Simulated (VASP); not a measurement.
A run of VASP 6.6.1:

Contents of INCAR:

```
SYSTEM = ScF3
ALGO = Fast
EDIFF = 1E-7
EDIFFG = -0.005
ENCUT = 600
IBRION = 2
ISIF = 3
ISMEAR = 0
LASPH = .TRUE.
LCHARG = .FALSE.
LREAL = .FALSE.
LWAVE = .FALSE.
NELM = 100
NSW = 70
PREC = Accurate
SIGMA = 0.02
```

File KPOINTS:

```
k-points
0
G
  6 6 6
  0 0 0
```

The input POSCAR:

```
ScF3
1.0
    4.0624767773      0.0000000000      0.0000000000
    0.0000000000      4.0624767773      0.0000000000
    0.0000000000      0.0000000000      4.0624767773
Sc F
1 3
Direct
    0.0000000000      0.0000000000      0.0000000000
    0.5000000000      0.0000000000      0.0000000000
    0.0000000000      0.5000000000      0.0000000000
    0.0000000000      0.0000000000      0.5000000000
```

Potentials or basis: VASP PAW LDA potentials, release 64 (Sc_sv, F).

The run is started by

```console
$ cat potpaw_LDA.64/Sc_sv/POTCAR potpaw_LDA.64/F/POTCAR > POTCAR
$ mpirun -np 1 vasp_std > vasp.out
```

Hardware: 1 thread of AMD EPYC 7R43 64-Core Processor (Zen 3), on a shared host.

Question: Estimate the wall time of this run.

Answer: It took 79 s on 1 thread of AMD EPYC 7R43 64-Core Processor (Zen 3) (shared host), peak memory 0.14 GiB. Counts: scf iterations 41, k points 20, ion steps 3.
